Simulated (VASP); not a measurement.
Given:

```yaml
crystal:
  lattice:
    - [5.52815, 0.00000, 0.00000]
    - [0.00000, 5.52815, 0.00000]
    - [0.00000, 0.00000, 5.52815]
  atoms:
    - { symbol: Cs, position: [0.00000, 0.00000, 0.00000] }
    - { symbol: Pb, position: [0.50000, 0.50000, 0.50000] }
    - { symbol: Cl, position: [0.50000, 0.00000, 0.50000] }
    - { symbol: Cl, position: [0.00000, 0.50000, 0.50000] }
    - { symbol: Cl, position: [0.50000, 0.50000, 0.00000] }
```

All values below come from LDA (Ceperley-Alder, Perdew-Zunger), VASP's LDA PAW potentials (set 64) (plane waves; VASP). Settings: 520 eV cut-off, 4×4×4 Γ-centred mesh, Gaussian smearing of 0.050 eV, potentials Cs_sv Pb_d Cl.

Question: The job: CsPbCl3 (cubic perovskite), 5 atoms, LDA, static run, 520 eV, 4×4×4 Γ-centred mesh. Roughly how much core time does it take on a busy server core?

Answer: About 20 core-seconds (one run on a shared machine, a rough figure). It had 10 irreducible k-points, 26 bands, up to 4632 plane waves and 14 electronic steps.

The compound is CsPbCl3 in the cubic perovskite structure, the ideal cubic form; the compound distorts at low or room temperature. It was relaxed first.
